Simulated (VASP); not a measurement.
# SiC (Moissanite 3C): GW quasiparticle gap, part 4 of 4

Wanted: how far GW moves the Kohn-Sham levels of SiC (Moissanite 3C). The cell is of the zinc-blende type, one of the forms listed for this formula. The start is a cell from a database of measured crystal structures.

VASP 6.6.1, plane waves and PAW; the level of theory is named at each step.

So far, quasiparticle gap on the mesh (eV): step 3 (G0W0, bands in the sums 24) 1.92; step 9 (G0W0, bands in the sums 56) 2.06; step 11 (G0W0, bands in the sums 72) 2.09; step 13 (G0W0, bands in the sums 88) 2.12; step 15 (G0W0, bands in the sums 112) 2.14.

### 16. Empty bands (continued)

Level of this step: PBE; plane waves and PAW (Si_GW, C_GW) (VASP).

From OUTCAR (step 16):

```text
  Total        0.3246102      0.3246102      0.3246102      0.0000000     -0.0000000      0.0000000
  in kB       25.1345486     25.1345486     25.1345486      0.0000000     -0.0000000      0.0000000
  external PRESSURE =      25.1345486 kB  Pullay stress =       0.0000000 kB

[... 4 parts as in an earlier step ...]

[... 2 further parts left out ...]
[key lines of the parts left out:]
E-fermi :   7.9560
```

WAVECAR now holds 136 bands for 8 electrons.

### 17. G0W0, bands in the sums 136

This step: G0W0 on PBE; plane waves and PAW (Si_GW, C_GW) (VASP 6.6.1).

The sums now run over 136 bands at the same response cutoff.

Contents of INCAR:

```
SYSTEM = SiC
PREC = Accurate
ENCUT = 440
ISMEAR = 0
SIGMA = 0.01
LREAL = .FALSE.
GGA = PE
NBANDS = 136
ALGO = EVGW0
NELMGW = 1
ENCUTGW = 200
NOMEGA = 64
PRECFOCK = Fast
NBANDSGW = 16
LWAVE = .FALSE.
LCHARG = .FALSE.
```

Contents of POSCAR:

```
SiC
1.0
    0.0000000000      2.1790000000      2.1790000000
    2.1790000000      0.0000000000      2.1790000000
    2.1790000000      2.1790000000      0.0000000000
Si C
1 1
Direct
    0.0000000000      0.0000000000      0.0000000000
    0.7500000000      0.7500000000      0.7500000000
```

Contents of KPOINTS:

```
Automatic mesh
0
Gamma
4 4 4
0 0 0
```

Potentials, in the order of the species: Si_GW and C_GW (PBE family, release 64).

The run is started by

```console
$ mpirun -np 8 vasp_std
```

What it wrote:

```text
[banner, memory and clock lines left out]
running    8 mpi-ranks, on    1 nodes
[...]
[... a notice as in an earlier step ...]

 [... a notice as in an earlier step ...]

 LDA part: xc-table for (Slater+PW92), standard interpolation
 found WAVECAR, reading the header
 POSCAR, INCAR and KPOINTS ok, starting setup
[...]
reading WAVECAR
 the WAVECAR file was read successfully
 initial charge from wavefunction
 available memory per node:     35.57 GB, setting MAXMEM to     36419

 The Fermi energy was updated, please check that it is located mid-gap
 values below the HOMO (VB) or above the LUMO (CB) will cause erroneous energies
 E-fermi :   8.4853

 calculate exact exchange contribution
 the WAVEDER file was read successfully
energies w=
    0.000    0.000    0.586    0.000    1.171    0.000    1.753    0.000
    2.331    0.000    2.904    0.000    3.471    0.000    4.032    0.000
    4.586    0.000    5.132    0.000    5.671    0.000    6.202    0.000
[...]
total number of BLAS operations         78.40 Gflops
NQ=   4    0.2500    0.2500    0.0000,
|.........|.........|.........|.........|.........|.........|.........|.........
 performed        739000 updates of chi_q(r,r)
 total number of BLAS operations        110.14 Gflops
NQ=   5    0.5000    0.2500    0.0000,
|.........|.........|.........|.........|.........|.........|.........|.........
 performed       1059000 updates of chi_q(r,r)
 total number of BLAS operations        154.74 Gflops
NQ=   6   -0.2500    0.2500    0.0000,
|.........|.........|.........|.........|.........|.........|.........|.........
 performed       1344000 updates of chi_q(r,r)
 total number of BLAS operations        195.71 Gflops
NQ=   7    0.5000    0.5000    0.0000,
|.........|.........|.........|.........|.........|.........|.........|.........
 performed       1507000 updates of chi_q(r,r)
 total number of BLAS operations        216.45 Gflops
NQ=   8   -0.2500    0.5000    0.2500,
|.........|.........|.........|.........|.........|.........|.........|.........
 performed       1722000 updates of chi_q(r,r)
 total number of BLAS operations        252.21 Gflops
 resolving degeneracies of screened two electron integrals

 calculate QP shifts <psi_nk| G(iteration)W_0 |psi_nk>: iteration 1
 entering main loop
```

It took 12 s on 8 MPI ranks of AMD EPYC 9R14 (Zen 4), shared host; peak memory 1 GiB; 82 s of CPU time.

OUTCAR, selected parts (step 17):

```text
 QP shifts <psi_nk| G(iteration)W_0 |psi_nk>: iteration 1
 for sc-GW calculations column KS-energies equals QP-energies in previous step
 and V_xc(KS)=  KS-energies - (<T + V_ion + V_H > + <T+V_H+V_ion>^1  + <V_x>^1)
 k-point   1 :       0.0000    0.0000    0.0000
  band No.  KS-energies  QP-energies   sigma(KS)   V_xc(KS)     V^pw_x(r,r')   Z            occupation Imag(sigma)
      1      -7.6052      -8.7502     -14.3254     -12.7265     -21.6694       0.7161       2.0000       1.3581
      2       7.8330       7.1137     -15.7240     -14.8099     -17.6306       0.7869       2.0000       0.0550
      3       7.8330       7.1137     -15.7240     -14.8099     -17.6306       0.7869       2.0000       0.0550
      4       7.8330       7.1137     -15.7240     -14.8099     -17.6306       0.7869       2.0000       0.0550
      5      14.0455      14.4194     -12.6884     -13.1703      -7.2241       0.7761       0.0000      -0.0892
      6      15.0840      15.5441     -10.9501     -11.5318      -5.6658       0.7911       0.0000      -0.0857
      7      15.0840      15.5441     -10.9501     -11.5318      -5.6658       0.7911       0.0000      -0.0857
      8      15.0840      15.5441     -10.9501     -11.5318      -5.6658       0.7911       0.0000      -0.0857
    ...

[... 1 part as in an earlier step ...]

[... 2 further parts left out ...]
[key lines of the parts left out:]
E-fermi :   8.4853
```

The gap is now 2.154 eV, +12 meV against the GW run before.

### 18. Summary

This step: GW series: G0W0 on PBE; plane waves and PAW (VASP 6.6.1).

This step runs nothing: it gathers the runs above.

G0W0 on a 4x4x4 mesh; cost is wall time times ranks on a shared host, with the step that makes the empty bands but not the self-consistent start. G0W0 series:

```csv
bands in the sums,quasiparticle gap (eV),direct quasiparticle gap (eV),cost (core minutes)
24,1.921,5.466,0.96
32,1.969,5.481,1.04
40,2.008,5.499,1.12
56,2.058,5.521,1.25
72,2.095,5.542,1.39
88,2.118,5.556,1.52
112,2.142,5.57,1.73
136,2.154,5.575,1.87
```

### 19. Outcome

```json
{
 "G0W0 on PBE, 136 bands, ENCUTGW 200 eV, NOMEGA 64, mesh 4×4×4": "1.305 → 2.154 eV",
 "G0W0 on PBE, 24 bands, ENCUTGW 200 eV, NOMEGA 64, mesh 4×4×4": "1.305 → 1.921 eV"
}
```

**Reading.** G0W0 gives a quasiparticle gap of 2.154 eV on the mesh, 0.85 eV over the PBE gap on the same mesh. The steps of the series move the gap by +47, +40, +49, +37, +23, +25, +12 meV; the last costs 1.1 times the one before. The last step lies within a tolerance of 30 meV, picked for this account, and the last two together move the gap by +37 meV. Response cutoff and mesh weren't varied, so the series can only reach this cutoff's value, and band edges off the mesh aren't seen. On a mesh this coarse the value is a test of cost more than a converged gap. Not tabulated here, as repeats of values shown or as unfit to read for their mesh, reference level or band range: eps2 curves (empty bands); eps1 curves and static values (empty bands); gaps (empty bands).

[Lines on the potential files, build, host, timing and source positions are cut from VASP's logs without a mark.]

[Logs are printed without paths, hosts, clocks, repeated set-up lines and the standing remarks that a program may print on its own settings, such as how far it seeks lower states.]

[Hosts, paths, dates, database ids (printed as entryN), source tags and the programs' standing remarks are cut or masked in the printed files.]

[Pressures printed for these runs are not shown converged in the cutoff: they can be off by several GPa and have the wrong sign.]
